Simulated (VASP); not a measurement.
Output of a VASP run:

### OSZICAR
```
       N       E                     dE             d eps       ncg     rms          rms(c)
DAV:   1     0.747727319796E+03    0.74773E+03   -0.31626E+04  1600   0.194E+03
DAV:   2     0.228056570210E+01   -0.74545E+03   -0.71538E+03  1760   0.494E+02
DAV:   3    -0.114579284416E+03   -0.11686E+03   -0.11514E+03  2288   0.214E+02
DAV:   4    -0.124137756275E+03   -0.95585E+01   -0.95099E+01  2696   0.503E+01
DAV:   5    -0.124674910420E+03   -0.53715E+00   -0.53546E+00  2744   0.953E+00    0.249E+01
DAV:   6    -0.114843714112E+03    0.98312E+01   -0.60775E+01  2160   0.102E+02    0.173E+01
DAV:   7    -0.106941352630E+03    0.79024E+01   -0.18032E+01  2296   0.822E+01    0.101E+01
DAV:   8    -0.104675737789E+03    0.22656E+01   -0.58734E+00  2280   0.193E+01    0.317E+00
DAV:   9    -0.104430079513E+03    0.24566E+00   -0.12859E+00  2664   0.161E+01    0.106E+00
DAV:  10    -0.104586702301E+03   -0.15662E+00   -0.53597E-01  1744   0.475E+00    0.673E-01
DAV:  11    -0.104732814639E+03   -0.14611E+00   -0.27183E-01  1912   0.371E+00    0.417E-01
DAV:  12    -0.104735687151E+03   -0.28725E-02   -0.18795E-02  2472   0.112E+00    0.303E-01
DAV:  13    -0.104745751700E+03   -0.10065E-01   -0.13483E-02  2368   0.133E+00    0.126E-01
DAV:  14    -0.104758372593E+03   -0.12621E-01   -0.62208E-03  2152   0.767E-01    0.614E-02
DAV:  15    -0.104758705928E+03   -0.33334E-03   -0.64864E-04  1952   0.206E-01    0.327E-02
DAV:  16    -0.104758859395E+03   -0.15347E-03   -0.23092E-04  2288   0.140E-01    0.203E-02
DAV:  17    -0.104758888197E+03   -0.28802E-04   -0.13854E-04  1920   0.815E-02    0.812E-03
DAV:  18    -0.104758940848E+03   -0.52651E-04   -0.24196E-05  2088   0.381E-02    0.672E-03
DAV:  19    -0.104758960324E+03   -0.19476E-04   -0.10752E-05  2240   0.235E-02    0.414E-03
DAV:  20    -0.104758959393E+03    0.93033E-06   -0.16100E-06  2472   0.141E-02    0.225E-03
DAV:  21    -0.104758960136E+03   -0.74285E-06   -0.17543E-06  2080   0.115E-02    0.879E-04
DAV:  22    -0.104758960669E+03   -0.53282E-06   -0.30381E-07  1640   0.413E-03    0.278E-04
DAV:  23    -0.104758960654E+03    0.15216E-07   -0.56747E-08  1248   0.237E-03
   1 F= -.10475896E+03 E0= -.10475896E+03  d E =0.000000E+00
       N       E                     dE             ncg
       N       E                     dE             ncg
       N       E                     dE             ncg
```

OUTCAR:
```
------------------------ aborting loop because EDIFF is reached ----------------------------------------
  FORCE on cell =-STRESS in cart. coord.  units (eV):
  Direction    XX          YY          ZZ          XY          YZ          ZX
  --------------------------------------------------------------------------------------
  Total       -0.0681422     -0.0681422      0.0522377      0.0000000      0.0000000      0.0000000
  in kB       -0.7508261     -0.7508261      0.5755820      0.0000000      0.0000000      0.0000000
  external PRESSURE =      -0.3086901 kB  Pullay stress =       0.0000000 kB
  volume of cell :      145.41
      direct lattice vectors                 reciprocal lattice vectors
     4.058301356  0.000000000  0.000000000     0.246408512  0.000000000  0.000000000
     0.000000000  4.058301356  0.000000000     0.000000000  0.246408512  0.000000000
     0.000000000  0.000000000  8.828743997     0.000000000  0.000000000  0.113266394
 POSITION                                       TOTAL-FORCE (eV/Angst)
 -----------------------------------------------------------------------------------
      0.00000      2.02915      5.83925         0.000000     -0.000000     -0.011037
      2.02915      0.00000      2.98949         0.000000      0.000000      0.011037
      2.02915      2.02915      0.00000         0.000000      0.000000      0.000000
      0.00000      0.00000      0.00000         0.000000     -0.000000      0.000000
      2.02915      0.00000      7.34171         0.000000      0.000000      0.017851
      0.00000      2.02915      1.48704        -0.000000      0.000000     -0.017851
      0.00000      0.00000      4.41437         0.000000      0.000000      0.000000
      2.02915      2.02915      4.41437         0.000000     -0.000000      0.000000
 -----------------------------------------------------------------------------------
    total drift:                                0.000000      0.000000      0.000000
  FREE ENERGIE OF THE ION-ELECTRON SYSTEM (eV)
  ---------------------------------------------------
  free  energy   TOTEN  =      -104.7589606539 eV

  energy  without entropy=     -104.7589606539  energy(sigma->0) =     -104.75896065

 total charge

# of ion       s       p       d       tot
------------------------------------------
    1        2.000   5.880   0.181   8.061
    2        2.000   5.880   0.181   8.061
    3        0.327   0.319   9.322   9.969
    4        0.327   0.319   9.322   9.969
    5        1.422   2.479   0.043   3.943
    6        1.422   2.479   0.043   3.943
    7        1.738   4.408   0.000   6.146
    8        1.738   4.408   0.000   6.146
--------------------------------------------------
tot         10.975  26.171  19.093  56.239

 Electric field gradients after diagonalization (V/A^2)
 (convention: |V_zz| > |V_xx| > |V_yy|)
----------------------------------------------------------------------
 ion       V_xx      V_yy      V_zz     asymmetry (V_yy - V_xx)/ V_zz
----------------------------------------------------------------------
   1      -5.308    -5.308    10.617       0.000
   2      -5.308    -5.308    10.617       0.000
   3      -0.150    -0.150     0.300       0.000
   4      -0.150    -0.150     0.300       0.000
   5      -0.614    -0.614     1.229       0.000
   6      -0.614    -0.614     1.229       0.000
   7      -4.474    -4.474     8.949       0.000
   8      -4.474    -4.474     8.949       0.000
```
(Selected blocks of OUTCAR.)

### POSCAR
```
SrCuSeF
1
    4.0583013561     0.0000000000    -0.0000000000
    0.0000000000     4.0583013561     0.0000000000
    0.0000000000     0.0000000000     8.8287439965
Sr Cu Se F
2 2 2 2
Direct
  0.0000000000   0.5000000000   0.6613907272
  0.5000000000   0.0000000000   0.3386092728
  0.5000000000   0.5000000000   0.0000000000
  1.0000000000   0.0000000000   0.0000000000
  0.5000000000   0.0000000000   0.8315685725
  1.0000000000   0.5000000000   0.1684314275
  1.0000000000   0.0000000000   0.5000000000
  0.5000000000   0.5000000000   0.5000000000
```

Question: Reconstruct the remaining input files.

Answer: Several could match; the one computed here: the input of the run itself, r2SCAN meta-GGA, plane waves, VASP's PBE PAW potentials (set 64).

KPOINTS:
```
Automatic mesh
0
Gamma
6 6 3
0 0 0
```

### INCAR
```
METAGGA=R2SCAN
NELM=100   # most electronic steps
LCHARG=F
LASPH=T   # aspherical one-centre terms
ISIF=2
LREAL=F   # projection in real space or not
LORBIT=11   # lm-projected
LMIXTAU=T
PREC=Accurate
ISMEAR=-5
ENCUT=520   # plane-wave cut-off (eV)
LEFG=T
LMAXMIX=4   # l cut-off of mixed one-centre charges
EDIFF=1E-7
NEDOS=601
SYSTEM=SrCuSeF
LWAVE=F
ALGO=Normal   # blocked Davidson
```

File KPOINTS_OPT:
```
k-points along high-symmetry lines
6
Line-mode
Reciprocal
  0.000000   0.000000   0.000000 ! GAMMA
  0.000000   0.500000   0.000000 ! X

  0.000000   0.500000   0.000000 ! X
  0.500000   0.500000   0.000000 ! M

  0.500000   0.500000   0.000000 ! M
  0.000000   0.000000   0.000000 ! GAMMA

  0.000000   0.000000   0.000000 ! GAMMA
  0.000000   0.000000   0.500000 ! Z

  0.000000   0.000000   0.500000 ! Z
  0.000000   0.500000   0.500000 ! R

  0.000000   0.500000   0.500000 ! R
  0.500000   0.500000   0.500000 ! A

  0.500000   0.500000   0.500000 ! A
  0.000000   0.000000   0.500000 ! Z

  0.000000   0.500000   0.000000 ! X
  0.000000   0.500000   0.500000 ! R

  0.500000   0.500000   0.000000 ! M
  0.500000   0.500000   0.500000 ! A
```

POTCAR, in this order: Sr_sv Cu Se F (PBE.64 set). Program: vasp_std.

The structure comes from a computed database's SrCuSeF entry (P4/nmm); how it stands against other phases isn't given here. It was relaxed first.
